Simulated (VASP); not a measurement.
Given:

```xyz
4
Lattice="4.0482 0.0000 0.0000 0.0000 4.0482 0.0000 0.0000 0.0000 5.0467" Properties=species:S:1:pos:R:3 pbc="T T T"
Pb     2.0241     0.0000     3.8555
Pb     0.0000     2.0241     1.1912
O      2.0241     2.0241     0.0000
O      0.0000     0.0000     0.0000
```

Level of theory: optB88-vdW, VASP's PBE PAW potentials (set 64) (plane waves; VASP 6.6.1). Run with 520 eV cut-off, 6×6×5 Γ-centred mesh, tetrahedra with Blöchl corrections, potentials Pb_d O.

The cores are frozen, which limits the accuracy of field gradients.

Task: Give the principal components of the electric field gradient (V/Å²) and the asymmetry η at each nucleus.

Result: 
```csv
atom,Vxx,Vyy,Vzz,η
Pb1,107.4,107.4,-214.7,0.00
Pb2,107.4,107.4,-214.7,0.00
O3,1.7,1.7,-3.4,0.00
O4,1.7,1.7,-3.4,0.00
```

The compound is PbO in the litharge structure. It was relaxed first.
